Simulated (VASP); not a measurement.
Runs of VASP 6.6.1 on BiCl. It takes space group Fm-3m (No. 225, cubic). The conventional cell has a = 6.189 Å, b = 6.189 Å, c = 6.189 Å, α = 90.00°, β = 90.00°, γ = 90.00°. Bi (site symmetry m-3m) has 6 Cl at 3.09 Å as nearest neighbours. Around Cl (site symmetry m-3m) lie 6 Bi at 3.09 Å. The cell was built by a generator and needn't be a form met in nature.

| task | cell | cutoff (eV) | smearing | gap on the mesh (eV) | pressure (GPa) | relaxed volume (Å³/atom) |
| --- | --- | --- | --- | --- | --- | --- |
| relaxation of cell and atoms | relaxed | 600 | methfessel-paxton 0.005 eV | none | 0.0 | (a) |
| single point | Fm-3m, 30.41 Å³/atom | 520 | tetrahedron | none | 0.0 | - |
| relaxation of cell and atoms | relaxed | 600 | tetrahedron | none | -0.1 | 30.48 |
| single point | Fm-3m, 30.01 Å³/atom | 520 | methfessel-paxton 0.005 eV | none | 0.0 | - |

Alike in all rows: level r2SCAN; potentials or basis VASP PAW PBE potentials, release 64 (Bi_d, Cl); no spin polarisation; k mesh 5 × 5 × 5.

Estimate the missing entries.

(a) 30.02.

Caveats: the PAW data sets were made with another functional, which shifts forces and pressure a little; spin-orbit coupling is left out, which moves the levels of the heavy elements; tetrahedron occupations give inexact forces and stress in metals (some runs).

A k mesh can miss the band edges, and the runs leave out spin-orbit coupling on Bi.

A gap of «none» marks a metal or a gap under the smearing width.
